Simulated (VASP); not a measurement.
# Band gap of WS2 (Tungstenite) at several levels of theory, part 3 of 3

Aim: the gap of WS2 (Tungstenite) on one structure at many levels of theory. The starting structure is a measured crystal structure from the Crystallography Open Database. Cell and atoms stay as given. Meshes and data sets differ where the inputs say so.

VASP 6.6.1.

Results so far: LDA 0.938 eV; PBE 1.018 eV; r2SCAN 1.128 eV; TB-mBJ 1.281 eV; LDA+U (W d 6.2 eV) 1.011 eV; r2SCAN+U (W d 3.1 eV) 1.152 eV; LDA + spin-orbit coupling 0.877 eV.

## (9) Bands with r2SCAN + spin-orbit coupling

Level of this step: r2SCAN, spin-orbit coupling; plane waves and PAW (W, S) (VASP).

This run uses a 6×6×2 mesh.

INCAR reads:

```
SYSTEM = WS2
PREC = Accurate
ENCUT = 350
EDIFF = 1E-06
NELM = 100
ISMEAR = 0
SIGMA = 0.03
LREAL = .FALSE.
ALGO = Normal
METAGGA = R2SCAN
LASPH = .TRUE.
LNONCOLLINEAR = .TRUE.
MAGMOM = 0 0 0 0 0 0 0 0 0 0 0 0 0 0 0 0 0 0
NBANDS = 48
GGA_COMPAT = .FALSE.
LSORBIT = .TRUE.
LMAXMIX = 4
LORBIT = 11
LWAVE = .FALSE.
LCHARG = .FALSE.
KPAR = 4
```

POSCAR reads:

```
WS2
1.0
    3.1532000000      0.0000000000      0.0000000000
   -1.5766000000      2.7307513032      0.0000000000
    0.0000000000      0.0000000000     12.3230000000
W S
2 4
Direct
    0.6666666667      0.3333333333      0.7500000000
    0.3333333333      0.6666666667      0.2500000000
    0.6666666667      0.3333333333      0.3775000000
    0.3333333333      0.6666666667      0.8775000000
    0.6666666667      0.3333333333      0.1225000000
    0.3333333333      0.6666666667      0.6225000000
```

KPOINTS reads:

```
Automatic mesh
0
Gamma
6 6 2
0 0 0
```

KPOINTS_OPT reads:

```
Line mode
8
Line-mode
Reciprocal
  0.00000000   0.00000000   0.00000000 GAMMA
  0.50000000   0.00000000   0.00000000 M

  0.50000000   0.00000000   0.00000000 M
  0.33333333   0.33333333   0.00000000 K

  0.33333333   0.33333333   0.00000000 K
  0.00000000   0.00000000   0.00000000 GAMMA

  0.00000000   0.00000000   0.00000000 GAMMA
  0.00000000   0.00000000   0.50000000 A

  0.00000000   0.00000000   0.50000000 A
  0.50000000   0.00000000   0.50000000 L

  0.50000000   0.00000000   0.50000000 L
  0.33333333   0.33333333   0.50000000 H

  0.33333333   0.33333333   0.50000000 H
  0.00000000   0.00000000   0.50000000 A

  0.50000000   0.00000000   0.50000000 L
  0.50000000   0.00000000   0.00000000 M

  0.33333333   0.33333333   0.00000000 K
  0.33333333   0.33333333   0.50000000 H
```

The projector-augmented-wave data sets are W and S (PBE family, release 64).

Run with:

```console
> mpirun -np 4 vasp_ncl
```

The log of the run:

```text
[... set-up lines as in an earlier step ...]
 entering main loop
       N       E                     dE             d eps       ncg     rms          rms(c)
DAV:   1     0.549859836096E+02    0.54986E+02   -0.13166E+04  1344   0.100E+03
DAV:   2    -0.133388488871E+03   -0.18837E+03   -0.18003E+03  1792   0.249E+02
DAV:   3    -0.146894414586E+03   -0.13506E+02   -0.13351E+02  1728   0.687E+01
DAV:   4    -0.147272055468E+03   -0.37764E+00   -0.37584E+00  1928   0.121E+01
[...]
DAV:  14    -0.140593906255E+03   -0.32686E-05   -0.60583E-06  1728   0.156E-02    0.472E-02
DAV:  15    -0.140593903426E+03    0.28297E-05   -0.26842E-06  1488   0.966E-03    0.130E-02
DAV:  16    -0.140593903475E+03   -0.48868E-07   -0.57448E-07   928   0.445E-03
   1 F= -.14059390E+03 E0= -.14059390E+03  d E =-.614470E-17  mag=     0.0000     0.0000     0.0000
 Start KPOINTS_OPT (optional k-point list driver)
k-point batch [1-14\72]
       N       E                     dE             ncg
DAV:   1     0.281174188497E+04   -0.81369E+04     1344
DAV:   2     0.157361765745E+03   -0.26544E+04     1768
DAV:   3    -0.244166577488E+02   -0.18178E+03     1680
DAV:   4    -0.298962670972E+02   -0.54796E+01     1968
DAV:   5    -0.300177276441E+02   -0.12146E+00     1744
DAV:   6    -0.300209474395E+02   -0.32198E-02     2016
DAV:   7    -0.300210379688E+02   -0.90529E-04     1728
DAV:   8    -0.300210410732E+02   -0.31044E-05     1536
DAV:   9    -0.300210412514E+02   -0.17823E-06     1240
[...]
k-point batch [71-72\72]
       N       E                     dE             ncg
DAV:   1     0.145243996200E+05   -0.21375E+04      192
DAV:   2     0.141815967233E+05   -0.34280E+03      256
DAV:   3     0.141595801413E+05   -0.22017E+02      248
DAV:   4     0.141591727305E+05   -0.40741E+00      240
DAV:   5     0.141591600198E+05   -0.12711E-01      248
DAV:   6     0.141591595953E+05   -0.42448E-03      248
DAV:   7     0.141591595826E+05   -0.12645E-04      240
DAV:   8     0.141591595820E+05   -0.65747E-06      208
```

Elapsed: 3.9 min, on 4 MPI ranks of AMD EPYC 9R45, shared host; peak memory 1.6 GiB.

OUTCAR, selected parts (step 9):

```text
  Total        1.2628503      1.2628503      0.2881470      0.0000000     -0.0000000      0.0000000
  in kB       19.0683159     19.0683159      4.3508548      0.0000000     -0.0000000      0.0000000
  external PRESSURE =      14.1624955 kB  Pullay stress =       0.0000000 kB

 POSITION                                       TOTAL-FORCE (eV/Angst)
 -----------------------------------------------------------------------------------
      1.57660      0.91025      9.24225        -0.000000      0.000000      0.000000
     -0.00000      1.82050      3.08075        -0.000000      0.000000      0.000000
      1.57660      0.91025      4.65193         0.000000      0.000000     -0.204521
     -0.00000      1.82050     10.81343        -0.000000      0.000000     -0.204521
      1.57660      0.91025      1.50957        -0.000000      0.000000      0.204521
     -0.00000      1.82050      7.67107         0.000000     -0.000000      0.204521
 -----------------------------------------------------------------------------------
    total drift:                               -0.000000      0.000000     -0.000000

  FREE ENERGIE OF THE ION-ELECTRON SYSTEM (eV)
  ---------------------------------------------------
  free  energy   TOTEN  =      -140.5939034745 eV

  energy  without entropy=     -140.5939034745  energy(sigma->0) =     -140.59390347

 magnetization (x)
# of ion       s       p       d       tot
------------------------------------------
    1        0.000   0.000  -0.000  -0.000
    2        0.000  -0.000   0.000   0.000
    3       -0.000   0.000   0.000  -0.000
    4       -0.000   0.000   0.000  -0.000
    5       -0.000   0.000   0.000  -0.000
    6        0.000   0.000   0.000   0.000
--------------------------------------------------
tot         -0.000   0.000   0.000  -0.000

 magnetization (y)
# of ion       s       p       d       tot
------------------------------------------
    1       -0.000   0.000   0.000   0.000
    2       -0.000   0.000   0.000   0.000
    3       -0.000   0.000   0.000   0.000
    4        0.000   0.000   0.000   0.000
    5        0.000   0.000   0.000   0.000
    6        0.000   0.000   0.000   0.000
--------------------------------------------------
tot         -0.000   0.000   0.000   0.000

[... 3 parts as in an earlier step ...]

[... 1 further part left out ...]
[key lines of the parts left out:]
E-fermi :   6.4306
```

r2SCAN + spin-orbit coupling gives a least gap of 1.060 eV, and a least direct gap of 1.770 eV. The least gap is -0.069 eV from that of r2SCAN, on another mesh, which alone can move a gap by some hundredths of an eV.

## (10) Bands with TB-mBJ + spin-orbit coupling

This run uses a 6×6×2 mesh.

INCAR: that of step 9 with these lines changed.

```diff
@@ -4,3 +4,3 @@
 EDIFF = 1E-06
-NELM = 100
+NELM = 150
 ISMEAR = 0
@@ -9,3 +9,3 @@
 ALGO = Normal
-METAGGA = R2SCAN
+METAGGA = MBJ
 LASPH = .TRUE.
```

POSCAR is that of step 9.

KPOINTS is that of step 9.

KPOINTS_OPT is that of step 9.

Run with:

```console
> mpirun -np 4 vasp_ncl
```

The log of the run:

```text
[... set-up lines as in an earlier step ...]
 entering main loop
       N       E                     dE             d eps       ncg     rms          rms(c)
DAV:   1     0.196420945211E+04    0.19642E+04   -0.12736E+04  1344   0.971E+02
DAV:   2     0.177920209071E+04   -0.18501E+03   -0.17680E+03  1792   0.244E+02
DAV:   3     0.176646991382E+04   -0.12732E+02   -0.12595E+02  1712   0.654E+01
DAV:   4     0.176617225686E+04   -0.29766E+00   -0.29626E+00  1872   0.102E+01
[...]
DAV:  53     0.177940779885E+04    0.10880E-05   -0.20080E-11   768   0.272E-05    0.755E-05
DAV:  54     0.177940779750E+04   -0.13494E-05   -0.24179E-11   768   0.242E-05    0.447E-05
DAV:  55     0.177940779757E+04    0.65942E-07   -0.17807E-11   768   0.230E-05
   1 F= 0.17794078E+04 E0= 0.17794078E+04  d E =-.404048E-16  mag=    -0.0000    -0.0000    -0.0000
 Start KPOINTS_OPT (optional k-point list driver)
k-point batch [1-14\72]
       N       E                     dE             ncg
DAV:   1     0.292695199430E+04   -0.80217E+04     1344
DAV:   2     0.317138471038E+03   -0.26098E+04     1776
DAV:   3     0.151021431455E+03   -0.16612E+03     1688
DAV:   4     0.146391495804E+03   -0.46299E+01     1976
DAV:   5     0.146295931727E+03   -0.95564E-01     1744
DAV:   6     0.146293589247E+03   -0.23425E-02     2024
DAV:   7     0.146293526714E+03   -0.62533E-04     1728
DAV:   8     0.146293524654E+03   -0.20603E-05     1480
DAV:   9     0.146293524510E+03   -0.14343E-06     1232
[...]
k-point batch [71-72\72]
       N       E                     dE             ncg
DAV:   1     0.145426563504E+05   -0.21193E+04      192
DAV:   2     0.142057561777E+05   -0.33690E+03      256
DAV:   3     0.141852108477E+05   -0.20545E+02      248
DAV:   4     0.141848566741E+05   -0.35417E+00      240
DAV:   5     0.141848445766E+05   -0.12097E-01      240
DAV:   6     0.141848441281E+05   -0.44846E-03      256
DAV:   7     0.141848441177E+05   -0.10393E-04      240
DAV:   8     0.141848441173E+05   -0.43471E-06      192
```

The job ended after 2.2 min (4 MPI ranks; peak memory 1.6 GiB; 8.7 min of CPU time).

OUTCAR, selected parts (step 10):

```text
  Total       55.5869210     55.5869210     45.6175367      0.0000000     -0.0000000      0.0000000
  in kB      839.3306547    839.3306547    688.7986652      0.0000000     -0.0000000      0.0000000
  external PRESSURE =     789.1533249 kB  Pullay stress =       0.0000000 kB

 POSITION                                       TOTAL-FORCE (eV/Angst)
 -----------------------------------------------------------------------------------
      1.57660      0.91025      9.24225        -0.000000      0.000000     -0.000000
     -0.00000      1.82050      3.08075        -0.000000      0.000000     -0.000000
      1.57660      0.91025      4.65193        -0.000000      0.000000     -1.208070
     -0.00000      1.82050     10.81343        -0.000000      0.000000     -1.208070
      1.57660      0.91025      1.50957         0.000000     -0.000000      1.208070
     -0.00000      1.82050      7.67107         0.000000      0.000000      1.208070
 -----------------------------------------------------------------------------------
    total drift:                               -0.000000      0.000000     -0.000000

  FREE ENERGIE OF THE ION-ELECTRON SYSTEM (eV)
  ---------------------------------------------------
  free  energy   TOTEN  =      1779.4077975692 eV

  energy  without entropy=     1779.4077975692  energy(sigma->0) =     1779.40779757

 magnetization (x)
# of ion       s       p       d       tot
------------------------------------------
    1       -0.000   0.000   0.000  -0.000
    2       -0.000   0.000   0.000   0.000
    3        0.000   0.000   0.000   0.000
    4       -0.000   0.000   0.000  -0.000
    5       -0.000   0.000   0.000  -0.000
    6        0.000   0.000   0.000   0.000
--------------------------------------------------
tot         -0.000   0.000   0.000  -0.000

 magnetization (y)
# of ion       s       p       d       tot
------------------------------------------
    1        0.000   0.000   0.000   0.000
    2       -0.000  -0.000   0.000  -0.000
    3        0.000   0.000   0.000   0.000
    4       -0.000   0.000   0.000  -0.000
    5        0.000   0.000   0.000   0.000
    6       -0.000   0.000   0.000  -0.000
--------------------------------------------------
tot         -0.000   0.000   0.000  -0.000

[... 3 parts as in an earlier step ...]

[... 1 further part left out ...]
[key lines of the parts left out:]
E-fermi :   6.6188
```

TB-mBJ + spin-orbit coupling gives a least gap of 1.201 eV, and a least direct gap of 1.763 eV. The least gap is -0.081 eV from that of TB-mBJ, on another mesh, which alone can move a gap by some hundredths of an eV.

## (11) The runs compared

```tsv
level	gap (eV)	least direct gap (eV)	mesh	core minutes
LDA	0.938	1.822	8×8×2	0.8
PBE	1.018	1.834	8×8×2	0.827
r2SCAN	1.128	1.968	8×8×2	3.27
TB-mBJ	1.281	1.967	8×8×2	2.87
LDA+U (W d 6.2 eV)	1.011	1.598	8×8×2	0.867
r2SCAN+U (W d 3.1 eV)	1.152	1.889	8×8×2	3.53
LDA + spin-orbit coupling	0.877	1.622	6×6×2	2.93
r2SCAN + spin-orbit coupling	1.06	1.77	6×6×2	15.4
TB-mBJ + spin-orbit coupling	1.201	1.763	6×6×2	8.73
```

Core minutes are wall time times ranks of the run shown, on a shared host.

## (12) Results

```
gap, LDA                          : 0.938 eV
gap, PBE                          : 1.018 eV
gap, r2SCAN                       : 1.128 eV
gap, TB-mBJ                       : 1.281 eV
gap, LDA+U (W d 6.2 eV)           : 1.011 eV
gap, r2SCAN+U (W d 3.1 eV)        : 1.152 eV
gap, LDA + spin-orbit coupling    : 0.877 eV
gap, r2SCAN + spin-orbit coupling : 1.060 eV
gap, TB-mBJ + spin-orbit coupling : 1.201 eV
```

In words: Without spin-orbit coupling the gap of WS2 (Tungstenite) runs from 0.938 eV (LDA) to 1.281 eV (TB-mBJ). Spin-orbit coupling changes the LDA gap by -0.062 eV, on another mesh, which alone can move a gap by some hundredths of an eV (LASPH differs too). Spin-orbit coupling changes the r2SCAN gap by -0.069 eV, on another mesh, which alone can move a gap by some hundredths of an eV. Spin-orbit coupling changes the TB-mBJ gap by -0.081 eV, on another mesh, which alone can move a gap by some hundredths of an eV. LASPH is on in some of these runs and off in others, which adds a little to the differences. With LDA the atoms feel forces of up to 0.4 eV/Å on this structure, so their positions aren't those of that level, which can move the gap. These are gaps between Kohn-Sham or generalised Kohn-Sham levels of a static lattice, without excitons or temperature. Further runs on this material are not shown.

[Lines on the potential files, build, host, timing and source positions are cut from VASP's logs without a mark.]

[Logs are printed without paths, hosts, clocks, repeated set-up lines and the standing remarks that a program may print on its own settings, such as how far it seeks lower states.]

[Hosts, paths, dates, database ids (printed as entryN), source tags and the programs' standing remarks are cut or masked in the printed files.]
